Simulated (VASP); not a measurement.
Computed with PBEsol GGA, VASP's PBE PAW potentials (set 64) (plane waves; VASP 6.6.1).

VASP ran on this input.

**INCAR**
```
# general
SYSTEM  = Sr(100) slab
PREC    = Normal
ENCUT   = 400
LREAL   = .FALSE.
LASPH   = .TRUE.

# electronic loop
EDIFF   = 1E-5
NELM    = 100
NELMIN  = 4
ALGO    = Normal
LMAXMIX = 4

# smearing
ISMEAR  = 1
SIGMA   = 0.1

# functional
GGA     = PS

# ions
IBRION  = 2
NSW     = 50
ISIF    = 2
EDIFFG  = -0.03

# output
LWAVE   = .TRUE.
LCHARG  = .FALSE.

# other
LDIPOL  = .TRUE.
IDIPOL  = 3
DIPOL   = 0.5 0.5 0.5
```

File KPOINTS:
```
Automatic
0
gamma
  7 7 1
```

File POSCAR:
```
Sr(100) slab
1
    4.1801291232     0.0000000000     0.0000000000
    0.0000000000     4.1801291232    -0.0000000000
   -0.0000000000    -0.0000000000    26.4077198821
Sr
4
Direct
  0.0000000000   0.5000000000   0.3321060000
  0.5000000000   0.0000000000   0.4440350000
  0.0000000000   0.5000000000   0.5559650000
  0.5000000000   0.0000000000   0.6678940000
```

POTCAR, in this order: Sr_sv (PBE.64 set). Program: vasp_std.

What VASP printed:

File OSZICAR:
```
       N       E                     dE             d eps       ncg     rms          rms(c)
DAV:   1     0.182417792743E+03    0.18242E+03   -0.17034E+04   688   0.104E+03
DAV:   2     0.149224793993E+02   -0.16750E+03   -0.16703E+03   552   0.248E+02
DAV:   3    -0.593617215118E+01   -0.20859E+02   -0.20803E+02   792   0.498E+01
DAV:   4    -0.731206388014E+01   -0.13759E+01   -0.13756E+01   728   0.154E+01
DAV:   5    -0.737051911595E+01   -0.58455E-01   -0.58395E-01   728   0.295E+00    0.256E+01
DAV:   6    -0.666997159455E+01    0.70055E+00   -0.89091E+00   656   0.693E+00    0.126E+01
DAV:   7    -0.659102834974E+01    0.78943E-01   -0.36882E+00   640   0.417E+00    0.597E+00
DAV:   8    -0.650377461582E+01    0.87254E-01   -0.76918E-01   640   0.184E+00    0.112E+00
DAV:   9    -0.650175819346E+01    0.20164E-02   -0.75691E-02   696   0.960E-01    0.346E-01
DAV:  10    -0.650224213862E+01   -0.48395E-03   -0.30338E-03   624   0.192E-01    0.212E-01
DAV:  11    -0.650334373811E+01   -0.11016E-02   -0.17033E-03   560   0.179E-01    0.654E-02
DAV:  12    -0.650379146226E+01   -0.44772E-03   -0.57183E-04   704   0.580E-02    0.384E-02
DAV:  13    -0.650451871514E+01   -0.72725E-03   -0.34675E-04   544   0.501E-02    0.268E-02
DAV:  14    -0.650480965392E+01   -0.29094E-03   -0.14733E-04   456   0.347E-02    0.131E-02
DAV:  15    -0.650492507792E+01   -0.11542E-03   -0.85641E-05   368   0.220E-02    0.820E-03
DAV:  16    -0.650494034019E+01   -0.15262E-04   -0.96076E-06   424   0.845E-03    0.411E-03
DAV:  17    -0.650496066255E+01   -0.20322E-04   -0.60731E-06   352   0.622E-03    0.292E-03
DAV:  18    -0.650495974136E+01    0.92119E-06   -0.62429E-06   344   0.524E-03
   1 F= -.65049597E+01 E0= -.65041605E+01  d E =-.650496E+01
       N       E                     dE             d eps       ncg     rms          rms(c)
DAV:   1    -0.650514162470E+01   -0.18096E-03   -0.27525E-02   480   0.893E-01    0.469E-02
DAV:   2    -0.650518324768E+01   -0.41623E-04   -0.56575E-04   528   0.133E-01    0.197E-02
DAV:   3    -0.650519045831E+01   -0.72106E-05   -0.55116E-05   608   0.260E-02    0.623E-03
DAV:   4    -0.650519395765E+01   -0.34993E-05   -0.12592E-06   304   0.598E-03
   2 F= -.65051940E+01 E0= -.65043851E+01  d E =-.234216E-03
       N       E                     dE             d eps       ncg     rms          rms(c)
DAV:   1    -0.650524916060E+01   -0.58702E-04   -0.24732E-01   480   0.268E+00    0.142E-01
DAV:   2    -0.650558551869E+01   -0.33636E-03   -0.51140E-03   536   0.400E-01    0.595E-02
DAV:   3    -0.650561374791E+01   -0.28229E-04   -0.51394E-04   760   0.783E-02    0.189E-02
DAV:   4    -0.650561654497E+01   -0.27971E-05   -0.64813E-06   432   0.120E-02
   3 F= -.65056165E+01 E0= -.65047830E+01  d E =-.656804E-03
```

**OUTCAR**
```
------------------------ aborting loop because EDIFF is reached ----------------------------------------
  FORCE on cell =-STRESS in cart. coord.  units (eV):
  Direction    XX          YY          ZZ          XY          YZ          ZX
  --------------------------------------------------------------------------------------
  Total       -0.6340749     -0.6340749      0.0057339      0.0000000      0.0000000     -0.0000000
  in kB       -2.2016123     -2.2016123      0.0199091      0.0000000      0.0000000     -0.0000000
  external PRESSURE =      -1.4611052 kB  Pullay stress =       0.0000000 kB
  volume of cell :      461.43
      direct lattice vectors                 reciprocal lattice vectors
     4.180129123  0.000000000  0.000000000     0.239227060  0.000000000  0.000000000
     0.000000000  4.180129123  0.000000000     0.000000000  0.239227060  0.000000000
     0.000000000  0.000000000 26.407719882     0.000000000  0.000000000  0.037867715
 POSITION                                       TOTAL-FORCE (eV/Angst)
 -----------------------------------------------------------------------------------
      0.00000      2.09006      8.77278         0.000000      0.000000      0.002624
      2.09006      0.00000     11.71709        -0.000000      0.000000     -0.018303
      0.00000      2.09006     14.69063         0.000000      0.000000      0.018303
      2.09006      0.00000     17.63494         0.000000      0.000000     -0.002624
 -----------------------------------------------------------------------------------
    total drift:                                0.000000      0.000000      0.000000
  FREE ENERGIE OF THE ION-ELECTRON SYSTEM (eV)
  ---------------------------------------------------
  free  energy   TOTEN  =        -6.5056165450 eV

  energy  without entropy=       -6.5031159133  energy(sigma->0) =       -6.50478300

 reached required accuracy - stopping structural energy minimisation
```
(Selected blocks of OUTCAR.)

**CONTCAR**
```
Sr(100) slab
   1.00000000000000
     4.1801291232000004    0.0000000000000000    0.0000000000000000
     0.0000000000000000    4.1801291232000004    0.0000000000000000
     0.0000000000000000    0.0000000000000000   26.4077198821000003
  Sr
     4
Direct
     0.0000000000000000    0.5000000000000000    0.3322049637835996
     0.5000000000000000    0.0000000000000000    0.4436994487902184
     0.0000000000000000    0.5000000000000000    0.5563005512097816
     0.5000000000000000    0.0000000000000000    0.6677950362164004
```

**OUTCAR**
```
 val. band max:       -0.5854271388   @ k =   0.4286   0.4286   0.0000

 cond. band min:      -0.5114979140   @ k =   0.2857   0.2857   0.0000


 Fermi energy:        -0.5192473952

 k-point     1 :       0.0000    0.0000    0.0000
  band No.  band energies     occupation
      1     -37.4847      2.00000
      2     -37.4847      2.00000
      3     -36.8735      2.00000
      4     -36.8613      2.00000
      5     -19.5302      2.00000
      6     -19.5296      2.00000
      7     -19.3887      2.00000
      8     -19.3887      2.00000
      9     -19.3886      2.00000
     10     -19.3886      2.00000
     11     -18.9432      2.00000
     12     -18.8321      2.00000
     13     -18.8321      2.00000
     14     -18.8293      2.00000
     15     -18.7888      2.00000
     16     -18.7888      2.00000
     17      -4.0638      2.00000
     18      -3.4861      2.00000
     19      -2.5442      2.00000
     20      -1.6290      2.00000
     21      -0.1565     -0.00000
     22      -0.1132     -0.00000
     23      -0.1037     -0.00000
     24       0.1104     -0.00000

 k-point     2 :       0.1429    0.0000    0.0000
  band No.  band energies     occupation
      1     -37.4835      2.00000
      2     -37.4835      2.00000
      3     -36.8717      2.00000
      4     -36.8607      2.00000
      5     -19.5273      2.00000
      6     -19.5271      2.00000
      7     -19.4138      2.00000
      8     -19.4136      2.00000
      9     -19.3865      2.00000
     10     -19.3865      2.00000
     11     -18.9390      2.00000
     12     -18.8670      2.00000
     13     -18.8280      2.00000
     14     -18.8199      2.00000
     15     -18.8118      2.00000
     16     -18.7889      2.00000
     17      -3.8377      2.00000
     18      -3.2741      2.00000
     19      -2.3468      2.00000
     20      -1.4347      2.00000
     21      -0.1443     -0.00000
     22      -0.0411     -0.00000
     23      -0.0005     -0.00000
     24       0.1160     -0.00000
...
```

The cell is a thin slab with vacuum, built from Sr (fcc): (100) face.
